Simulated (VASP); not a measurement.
NbB2, 3 atoms in the cell. The structure is hexagonal, space group P6/mmm (No. 191). Conventional cell: a = 3.102 Å, b = 3.102 Å, c = 3.323 Å, α = 90.00°, β = 90.00°, γ = 120.00°. Nb (site symmetry 6/mmm) has 12 B at 2.44 Å as nearest neighbours. B (site symmetry -6m2) has 3 B at 1.79 Å as nearest neighbours. The cell is a database's computed one.

- Program: VASP 6.6.1
- Task: single point
- Functional: r2SCAN
- Potentials or basis: VASP PAW PBE potentials, release 64 (Nb_sv, B)
- Cutoff: 520 eV
- k mesh: 18 × 18 × 14
- Occupations: gaussian, width 0.1 eV
- Spin: no spin polarisation
- Dipole correction: no
- Further INCAR settings: ALGO = Normal; EDIFF = 1e-07; NBANDS = 16

Potentials or basis: VASP PAW PBE potentials, release 64 (Nb_sv, B).

Command:

```console
$ cat potpaw_PBE.64/Nb_sv/POTCAR potpaw_PBE.64/B/POTCAR > POTCAR
$ cp INCAR.step1 INCAR
$ mpirun -np 1 vasp_std > vasp.out
$ cp INCAR.step2 INCAR
$ mpirun -np 1 vasp_std > vasp.out
```

Hardware: 1 thread of AMD EPYC 9R45 (Zen 5), with other jobs on the host.

Q: Estimate the wall time of this run.

A: Wall time 5.7 min on 1 thread of AMD EPYC 9R45 (Zen 5), on a shared host, peak memory 0.22 GiB. Counts: scf iterations 14, k points 296.
